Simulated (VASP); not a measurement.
Computed with PBEsol GGA, VASP's PBE PAW potentials (set 64) (plane waves; VASP).

VASP ran on this input.

**INCAR**
```
LMAXMIX = 4   # l cut-off of mixed one-centre charges
ICHARG = 11
NELM = 100   # most electronic steps
PREC = Accurate
ISMEAR = 0
EDIFF = 1E-7   # SCF stop (eV)
SIGMA = 0.05
ENCUT = 520   # plane-wave cut-off (eV)
LORBIT = 11
LCHARG = .False.
GGA = PS
LWAVE = .False.
LREAL = .False.   # projection in real space or not
SYSTEM = CdF2
ALGO = Normal   # blocked Davidson
LASPH = .True.
```

File KPOINTS:
```
k-points along high-symmetry lines
15
Line-mode
Reciprocal
  0.000000   0.000000   0.000000 ! GAMMA
  0.500000   0.000000   0.500000 ! X

  0.500000   0.000000   0.500000 ! X
  0.625000   0.250000   0.625000 ! U

  0.375000   0.375000   0.750000 ! K
  0.000000   0.000000   0.000000 ! GAMMA

  0.000000   0.000000   0.000000 ! GAMMA
  0.500000   0.500000   0.500000 ! L

  0.500000   0.500000   0.500000 ! L
  0.500000   0.250000   0.750000 ! W

  0.500000   0.250000   0.750000 ! W
  0.500000   0.000000   0.500000 ! X
```

POSCAR:
```
CdF2
1
    0.0000000000     2.6979385336     2.6979385336
    2.6979385336    -0.0000000000     2.6979385336
    2.6979385336     2.6979385336    -0.0000000000
Cd F
1 2
Direct
  0.0000000000   0.0000000000   0.0000000000
  0.2500000000   0.2500000000   0.2500000000
  0.7500000000   0.7500000000   0.7500000000
```

POTCAR, in this order: Cd F (PBE.64 set). Program: vasp_std. Read from the step before: CHGCAR.

The resulting files:

OUTCAR:
```
 ion  position               nearest neighbor table
   1  0.000  0.000  0.000-   3 2.34   3 2.34   3 2.34   2 2.34   3 2.34   2 2.34   2 2.34   2 2.34
  LATTYP: Found a face centered cubic cell.
 ALAT       =     5.3958770672
 Subroutine PRICEL returns:
 Original cell was already a primitive cell.
 Subroutine GETGRP returns: Found 48 space group operations
The static configuration has the point symmetry O_h .
The dynamic configuration has the point symmetry O_h .
 Subroutine INISYM returns: Found 48 space group operations
   k-points           NKPTS =     90   k-points in BZ     NKDIM =     90   number of bands    NBANDS=     17
   number of dos      NEDOS =    301   number of ions     NIONS =      3
   total plane-waves  NPLWV =  21952
   dimension x,y,z NGX =    28 NGY =   28 NGZ =   28
   dimension x,y,z NGXF=    56 NGYF=   56 NGZF=   56
   ions per type =               1   2
   PREC   = accura    normal or accurate (medium, high low for compatibility)
   ISTART =      0    job   : 0-new  1-cont  2-samecut
   ICHARG =     11    charge: 1-file 2-atom 10-const
   ISPIN  =      1    spin polarized calculation?
   LNONCOLLINEAR =      F non collinear calculations
   LSORBIT =      F    spin-orbit coupling
   INIWAV =      1    electr: 0-lowe 1-rand  2-diag
   ENCUT  =  520.0 eV  38.22 Ry    6.18 a.u.   7.09  7.09  7.09*2*pi/ulx,y,z
   NELM   =    100;   NELMIN=  2; NELMDL= -5     # of ELM steps
...
```

### OSZICAR
```
       N       E                     dE             d eps       ncg     rms          rms(c)
DAV:   1     0.194361966460E+03    0.19436E+03   -0.15766E+04  3172   0.155E+03
DAV:   2    -0.303099241412E+01   -0.19739E+03   -0.19194E+03  3521   0.380E+02
DAV:   3    -0.110251328059E+02   -0.79941E+01   -0.79774E+01  3367   0.844E+01
DAV:   4    -0.110644394409E+02   -0.39307E-01   -0.39302E-01  3327   0.579E+00
DAV:   5    -0.110645919660E+02   -0.15253E-03   -0.15252E-03  3378   0.331E-01
DAV:   6    -0.110645927144E+02   -0.74841E-06   -0.74841E-06  3420   0.229E-02
DAV:   7    -0.110645927182E+02   -0.38322E-08   -0.38435E-08  2654   0.158E-03
   1 F= -.11064593E+02 E0= -.11064593E+02  d E =-.147139E-20
```

File OUTCAR:
```
 val. band max:       -1.4764831926   @ k =   0.5000   0.2500   0.7500

 cond. band min:       1.4118947183   @ k =   0.0000   0.0000   0.0000



 k-point     1 :       0.0000    0.0000    0.0000
  band No.  band energies     occupation
      1     -22.1685      2.00000
      2     -21.0454      2.00000
      3      -7.0903      2.00000
      4      -7.0903      2.00000
      5      -7.0903      2.00000
      6      -5.8579      2.00000
      7      -5.8579      2.00000
      8      -2.4582      2.00000
      9      -2.4582      2.00000
     10      -2.4582      2.00000
     11      -1.9723      2.00000
     12      -1.9723      2.00000
     13      -1.9723      2.00000
     14       1.4119      0.00000
     15      11.0036      0.00000
     16      11.0036      0.00000
     17      11.0036      0.00000

 k-point     2 :       0.0357    0.0000    0.0357
  band No.  band energies     occupation
      1     -22.1625      2.00000
      2     -21.0504      2.00000
      3      -7.0831      2.00000
      4      -7.0831      2.00000
      5      -7.0723      2.00000
      6      -5.8642      2.00000
      7      -5.8564      2.00000
      8      -2.5172      2.00000
      9      -2.4771      2.00000
     10      -2.4771      2.00000
     11      -1.9722      2.00000
     12      -1.9702      2.00000
     13      -1.9702      2.00000
     14       1.4825      0.00000
     15      10.9110      0.00000
     16      11.0272      0.00000
     17      11.0272      0.00000

 k-point     3 :       0.0714    0.0000    0.0714
  band No.  band energies     occupation
      1     -22.1459      2.00000
      2     -21.0645      2.00000
      3      -7.0616      2.00000
      4      -7.0616      2.00000
      5      -7.0190      2.00000
      6      -5.8837      2.00000
      7      -5.8521      2.00000
      8      -2.6799      2.00000
      9      -2.5348      2.00000
     10      -2.5348      2.00000
     11      -1.9721      2.00000
     12      -1.9623      2.00000
...
```

The density is held fixed in this step, so its total energy and stress have no physical meaning.

The compound is CdF2 in the fluorite structure. It was relaxed first.
